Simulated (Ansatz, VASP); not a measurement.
# TiGaSn (TiGaSn in the AlB2 type) in two plane-wave programs, part 2 of 2

Aim: how closely do two programs agree when they are given the same cell, functional and k mesh? The cell is generated by rule, not measured, and may not be a known phase. Of the first pair: The cell is taken from a series of runs on this material, whose earlier steps may have relaxed, scaled, displaced or heated it; both programs get it as it stands.

VASP 6.6.1 and Ansatz 0.2.0.

So far: Starting point; VASP: relaxation of cell and atoms, PBE, pair 1; Ansatz: relaxation of cell and atoms, PBE, pair 1; Side by side.

## (5) VASP: relaxation of cell and atoms, PBE, pair 2

Level of this step: PBE; plane waves and PAW (Ti_sv, Ga_d, Sn_d); invented cell (VASP).

The relaxed volume is the usual yardstick between codes: in a stiff, nearly cubic crystal its relative difference is about their pressure difference at one cell divided by the bulk modulus. Its start cell is another than that of the pair before, and may be another structure of the material.

Input file INCAR:

```
SYSTEM = TiGaSn
PREC = Accurate
ENCUT = 500
EDIFF = 1E-07
NELM = 120
ISMEAR = 0
SIGMA = 0.1
LREAL = .FALSE.
ALGO = Normal
GGA = PE
NBANDS = 25
LASPH = .TRUE.
LORBIT = 11
LWAVE = .FALSE.
LCHARG = .FALSE.
ISIF = 3
IBRION = 2
NSW = 80
EDIFFG = -0.005
GGA_COMPAT = .FALSE.
NELMIN = 4
KPAR = 2
```

Input file POSCAR:

```
TiGaSn
1.0
    4.7945777461      0.0000000881      0.0000000000
   -2.3972882168      4.1522255595      0.0000000000
    0.0000000000      0.0000000000      2.8719684987
Ti Ga Sn
1 1 1
Direct
    0.0000000000      0.0000000000      0.0000000000
    0.3333332993      0.6666667598      0.5000000000
    0.6666664589      0.3333332402      0.5000000000
```

Input file KPOINTS:

```
Automatic mesh
0
Gamma
9 9 8
0 0 0
```

PAW data sets: Ti_sv, Ga_d and Sn_d (PBE family, release 64).

Started as:

```
$ mpirun -np 2 vasp_std
```

Numbers of over 12 decimals in the logs are rounded to 6 here.

Output:

```text
[... set-up lines as in an earlier step ...]
 entering main loop
       N       E                     dE             d eps       ncg     rms          rms(c)
DAV:   1     0.321989649497E+03    0.32199E+03   -0.19328E+04  3032   0.251E+03
DAV:   2     0.197498951695E+02   -0.30224E+03   -0.29870E+03  3032   0.525E+02
DAV:   3    -0.149457925133E+02   -0.34696E+02   -0.34345E+02  4231   0.165E+02
DAV:   4    -0.163325413271E+02   -0.13867E+01   -0.13771E+01  4245   0.309E+01
[...]
DAV:  14    -0.146306962854E+02    0.19182E-06   -0.13593E-06  4366   0.793E-03    0.122E-03
DAV:  15    -0.146306961504E+02    0.13504E-06   -0.56747E-08  2004   0.235E-03    0.712E-04
DAV:  16    -0.146306961249E+02    0.25506E-07   -0.35091E-08  1729   0.122E-03
   1 F= -.14630696E+02 E0= -.14621348E+02  d E =-.146307E+02
[...]
2 F= -.14630796E+02 E0= -.14621391E+02  d E =-.995312E-04
[...]
3 F= -.14630796E+02 E0= -.14621391E+02  d E =-.995747E-04
[...]
4 F= -.14630804E+02 E0= -.14621386E+02  d E =-.789319E-05
 trial-energy change:   -0.000008  1 .order   -0.000008   -0.000023    0.000006
 step:   0.7706(harm=  0.7897)  dis= 0.00000  next Energy=   -14.630804 (dE=-0.861E-05)
 reached required accuracy - stopping structural energy minimisation
```

From OUTCAR (step 5):

```text
  Total        0.0026278      0.0026278      0.0099267      0.0000000     -0.0000000      0.0000000
  in kB        0.0735273      0.0735273      0.2777579      0.0000000     -0.0000000      0.0000000
  external PRESSURE =       0.1416042 kB  Pullay stress =       0.0000000 kB

 POSITION                                       TOTAL-FORCE (eV/Angst)
 -----------------------------------------------------------------------------------
     -2.40035      4.15752     -0.00000         0.000000     -0.000000      0.000000
      0.00000      2.77168      1.43443         0.000000      0.000000     -0.000000
      2.40035      1.38584      1.43443        -0.000000     -0.000000      0.000000
 -----------------------------------------------------------------------------------
    total drift:                                0.000409      0.000048      0.000000

  FREE ENERGIE OF THE ION-ELECTRON SYSTEM (eV)
  ---------------------------------------------------
  free  energy   TOTEN  =       -14.6308035928 eV

  energy  without entropy=      -14.6119681526  energy(sigma->0) =      -14.62138587

[... 1 part as in an earlier step ...]

[... 3 further parts left out ...]
[key lines of the parts left out:]
E-fermi :   8.6996
```

## (6) Ansatz: relaxation of cell and atoms, PBE, pair 2

Its own start cell and the same functional, mesh and smearing now go to Ansatz, which takes its cutoff from its data sets.

The two relaxations start from unlike cells of this crystal (the structure described is Ansatz's start), so only their ends are compared.

Input file input.yaml:

```yaml
crystal:
  lattice:
    - [4.1342, 0.0, 0.0]
    - [-2.0671, 3.58032, 0.0]
    - [0.0, 0.0, 4.34091]
  atoms:
    - { symbol: Ti, position: [0.0, 0.0, 0.0] }
    - { symbol: Ga, position: [0.33333333, 0.66666667, 0.5] }
    - { symbol: Sn, position: [0.66666667, 0.33333333, 0.5] }
kpoints:
  mp_grid: { grid: [9, 9, 8] }
hamiltonian:
  xc: pbe
  pseudopotentials: { kind: paw, azcp: { folder: soft_1 } }
scf:
  occupations: { method: gaussian, width: 0.1 }
output:
  forces: true
  stress: true
  eigenvalues: true
relax:
  adjacent_minimum: "off"
  f_tol: 0.005
  max_steps: 80
  cell: { stress_tol: 0.05 }
```

Started as:

```
$ ansatz run input.yaml --threads 4 --pin off --max-ram 12288MiB --backend cpu --events-out ev --progress --plain --runs-dir out
```

Output:

```text
[...]
Crystal: 3 atoms, lattice volume = 64.253 Å³
Basis set: ecut = 420 eV, 1203 PW (Γ), exchange–correlation on 60×60×60 points (8 copies of the dense FFT grid, shifted against one another)
Bands: 24, of which v1, the nominal top of the filled ones, is band 20 counted from 1 (19 counted from 0)
Symmetry: 12 space group operations
[...]
k-points: 60 of 648 (time reversal used)
[...]
k-point 59: bands = [... 16 lower, 8.9647, 10.3848, 10.6860, 13.2737, 13.7089, 13.7737, 14.1787, 14.2348]
--- Relaxed structure (13 steps of the walk, 13 accepted, 2 SCFs on fresh bases) ---
[...]
cell:  # Å, volume = 57.2455 Å³
    - [4.800092, 7.392898171937995e-17, 0]
    - [-2.400046, 4.157001, 0]
    - [0, 0, 2.868877]
  atoms:
    - { symbol: Ti, position: [0, 0, 0] }
    - { symbol: Ga, position: [0.333333, 0.666667, 0.5] }
    - { symbol: Sn, position: [0.666667, 0.333333, 0.5] }
[key lines of the parts left out:]
SCF converged after 9 iterations
Free energy (F): -12307.027032 eV
Fermi energy:    12.897935 eV
P = ⅓ Tr σ = 0.0033 GPa (0.033 kbar)
```

## (7) Comparison

Both answers:

```tsv
quantity	Ansatz	VASP	difference
volume (Å³)	57.25	57.26	-0.02 %
edge a after relaxation, in the typed setting (Å)	4.800	4.801	-0.01 %
edge c after relaxation, in the typed setting (Å)	2.869	2.869	+0.00 %
```

## (8) Results

```json
{"difference in volume (relaxation of cell and atoms, PBE, pair 1)": "-0.053 %", "difference in volume (relaxation of cell and atoms, PBE, pair 2)": "-0.024 %"}
```

What this shows: The difference in volume is -0.053 % (relaxation of cell and atoms, PBE, pair 1), within the 1.2 % picked in this series as the mark of a large difference, as far as the stopping tolerances let one tell. 2 further runs of this series are not shown here. How closely two codes agree says nothing of how well the functional describes the real material.

[Lines on the potential files, build, host, timing and source positions are cut from VASP's logs without a mark.]

[Logs are printed without paths, hosts, clocks, repeated set-up lines and the standing remarks that a program may print on its own settings, such as how far it seeks lower states.]

[Hosts, paths, dates, database ids (printed as entryN), source tags and the programs' standing remarks are cut or masked in the printed files.]
